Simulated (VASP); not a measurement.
An input for Ansatz (written as the equivalent of a VASP run, and not itself run):

Ansatz 0.2 input:
```yaml
crystal:
  lattice:
    - [-2.8179647, 2.8179647, 2.8179647]
    - [2.8179647, -2.8179647, 2.8179647]
    - [2.8179647, 2.8179647, -2.8179647]
  atoms:
    - { symbol: Rb, position: [0.0000000, 0.0000000, 0.0000000] }
kpoints:
  mp_grid: { grid: [9, 9, 9] }
hamiltonian:
  xc: r2scan
  pseudopotentials: { kind: paw }
scf:
  occupations: { method: methfessel_paxton, width: 0.1 }
  max_iter: 100
output: { forces: true, stress: true, eigenvalues: true }
```

Translate this input to VASP (INCAR, KPOINTS, POSCAR, choice of POTCAR).

Several could match; the one computed here: 
File POSCAR:
```
Rb
1
   -2.8179647488     2.8179647488     2.8179647488
    2.8179647488    -2.8179647488     2.8179647488
    2.8179647488     2.8179647488    -2.8179647488
Rb
1
Direct
  0.0000000000   0.0000000000   0.0000000000
```

### KPOINTS
```
K-points
0
Gamma
 9 9 9
0 0 0
```

### INCAR
```
ALGO  =  Normal
EDIFF  =  1E-7
ENCUT  =  520
ISIF  =  2
ISMEAR  =  1
LASPH  =  .True.
LCHARG  =  .False.
LMAXMIX  =  4
LMIXTAU  =  .True.
LREAL  =  .False.
LWAVE  =  .False.
METAGGA  =  R2SCAN
NELM  =  100
PREC  =  Accurate
SIGMA  =  0.1
SYSTEM  =  Rb
```

POTCAR, in this order: Rb_sv (PBE.64 set). Program: vasp_std.

Limits of the translation: each code has its own PAW files, so the cut-off isn't converted (ENCUT is set for VASP's; basis.ecutwfc is left out, and Ansatz then takes the one that its files recommend); Ansatz stops its SCF on the density residual and VASP on the energy change (EDIFF).

The compound is Rb in the bcc structure. This cell is one point of a volume scan, at 0.94 of the reference volume.
